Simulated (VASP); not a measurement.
Shape and ions are relaxed at each volume.

Energy against volume of Dy (hcp). These are TPSS meta-GGA, VASP's PBE PAW potentials (set 64) (plane waves; VASP) values and carry that method's errors.

The 4f electrons are frozen in the core of the lanthanide potential, so 4f levels, which can set the real gap, and their magnetism are missing.

```csv
V (Å³/atom),E (eV/atom)
29.215,-8.22775
30.147,-8.23933
31.079,-8.24268
32.012,-8.23899
32.944,-8.22922
```

### Question
Fit a third-order Birch-Murnaghan equation of state.

### Answer

```yaml
volume_per_atom: 31.03 Å³/atom
bulk_modulus: 40.6 GPa
pressure_derivative_of_the_bulk_modulus: 4.04
```

Measured: bulk modulus 40.5 GPa (computed value off by +0.2 %), as given by Wikipedia, Dysprosium (infobox). The calculation is for a static lattice, while the measured bulk modulus holds thermal and zero-point effects, which are part of the difference.

The compound is Dy in the hcp structure. It was relaxed first.
